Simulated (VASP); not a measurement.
Method: RPBE GGA, VASP's PBE PAW potentials (set 64) (plane waves; VASP).

A VASP calculation is set up with these files.

### INCAR
```
SIGMA = 0.1
EDIFFG = -0.01
LWAVE = .False.
EDIFF = 1E-7   # SCF stop (eV)
NELM = 100   # most electronic steps
ENCUT = 520
LMAXMIX = 4
LASPH = .True.   # aspherical one-centre terms
PREC = Accurate
LCHARG = .False.
LREAL = .False.
ISIF = 4
ISMEAR = 1   # Methfessel-Paxton
GGA = RP
ALGO = Normal   # blocked Davidson
IBRION = 2   # conjugate gradients
NSW = 30
SYSTEM = NiSb
```

### POSCAR
```
NiSb
1
    2.0006986645    -3.4653119096     0.0000000000
    2.0006986645     3.4653119096     0.0000000000
    0.0000000000     0.0000000000     5.2233086649
Ni Sb
2 2
Direct
  0.0000000000   1.0000000000   0.5000000000
  0.0000000000   1.0000000000   1.0000000000
  0.3333330000   0.6666670000   0.2500000000
  0.6666670000   0.3333330000   0.7500000000
```

**KPOINTS**
```
Automatic mesh
0
Gamma
9 9 6
0 0 0
```

POTCAR, in this order: Ni Sb (PBE.64 set). Program: vasp_std.

**Question.** What will the output report for the number of irreducible k-points (NKPTS), largest plane-wave count, number of space-group operations, FFT grid (NGX, NGY, NGZ)?

**Answer.** 
The number of irreducible k-points (NKPTS) is 48. The largest plane-wave count is 1976 and the number of space-group operations is 24. The FFT grid (NGX, NGY, NGZ) is 30 × 30 × 40.

The compound is NiSb in the NiAs type structure. This run relaxes it. Symmetry was kept, so distortions that lower it aren't found. The run is not spin-polarised, so no magnetic state was tried.
